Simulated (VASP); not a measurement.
These are PBEsol GGA, VASP's PBE PAW potentials (set 64) (plane waves; VASP) values and carry that method's errors.

Input for VASP

INCAR:
```
SYSTEM = TiC
PREC = Accurate; ENCUT = 620; LREAL = .FALSE.
LASPH = .TRUE.
EDIFF = 1E-6; NELM = 100; ALGO = Normal
LMAXMIX = 4
ISMEAR = 1; SIGMA = 0.1
GGA = PS
IBRION = 2; NSW = 40; ISIF = 3
EDIFFG = -0.02; PSTRESS = 450
LWAVE = .FALSE.; LCHARG = .FALSE.
```

**KPOINTS**
```
Automatic
0
gamma
15 15 15
0 0 0
```

POSCAR:
```
TiC
1
    0.0000000000     2.0812874853     2.0812874853
    2.0812874853     0.0000000000     2.0812874853
    2.0812874853     2.0812874853     0.0000000000
Ti C
1 1
Direct
  0.0000000000   0.0000000000   0.0000000000
  0.5000000000   0.5000000000   0.5000000000
```

POTCAR, in this order: Ti_sv C (PBE.64 set). Program: vasp_std.

Energy and stress use the plane-wave basis of the starting cell.

Q: Estimate the energy per atom (σ→0), volume per atom, band gap (on the k-mesh).

A: 
| Property | Result |
|---|---|
| energy per atom (σ→0) | -9747 meV/atom |
| band gap (on the k-mesh) | none (metal, semimetal or under 0.01 eV) |
| volume per atom | 8.68 Å³/atom |

**OSZICAR**
```
...
       N       E                     dE             d eps       ncg     rms          rms(c)
DAV:   1    -0.194950660993E+02    0.46653E-02   -0.38505E-03  2948   0.107E+00    0.142E-01
DAV:   2    -0.194949158010E+02    0.15030E-03   -0.66817E-04  3088   0.441E-01    0.334E-02
DAV:   3    -0.194948964290E+02    0.19372E-04   -0.93774E-05  3412   0.101E-01    0.131E-02
DAV:   4    -0.194948981565E+02   -0.17275E-05   -0.32049E-05  3292   0.561E-02    0.819E-03
DAV:   5    -0.194949024546E+02   -0.42980E-05   -0.61886E-06  3432   0.235E-02    0.192E-03
DAV:   6    -0.194949030484E+02   -0.59385E-06   -0.20759E-06  2644   0.883E-03
   4 F= -.14616300E+02 E0= -.14616318E+02  d E =-.324777E-01
```

The compound is TiC in the rock salt structure. This run relaxes it under an external pressure of 45 GPa. Symmetry was kept, so distortions that lower it aren't found.
